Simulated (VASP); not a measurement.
Given:

```
CELL_PARAMETERS angstrom
      4.38798     0.00000     0.00000
     -2.19399     3.80011     0.00000
      0.00000     0.00000     7.19023
ATOMIC_POSITIONS crystal
  Cd 0.66667 0.33333 0.47300
  Cd 0.00000 0.00000 0.02472
  Te 0.00000 0.00000 0.63054
  S  0.66667 0.33333 0.11974
```

Calculation: r2SCAN meta-GGA, VASP's PBE PAW potentials (set 64) (plane waves; VASP). Run with 400 eV cut-off, 7×7×4 Γ-centred mesh, tetrahedra with Blöchl corrections, potentials Cd Te S.

Unless said otherwise, spin-orbit coupling is left out, though it shifts the bands of the heavy elements here.

Task: Predict the energy per atom (σ→0), band gap (over mesh and band path) with the smallest direct gap where there is one.

Result: 
```yaml
band gap (over mesh and band path): 0.48 eV
smallest direct gap (over mesh and band path): 0.48 eV
energy per atom (σ→0): -19.029 eV/atom
```

Total energies compare only between runs with the same potentials, cut-off and functional.

The structure comes from a computed database's Cd2TeS entry (P3m1); how it stands against other phases isn't given here. It was relaxed first.
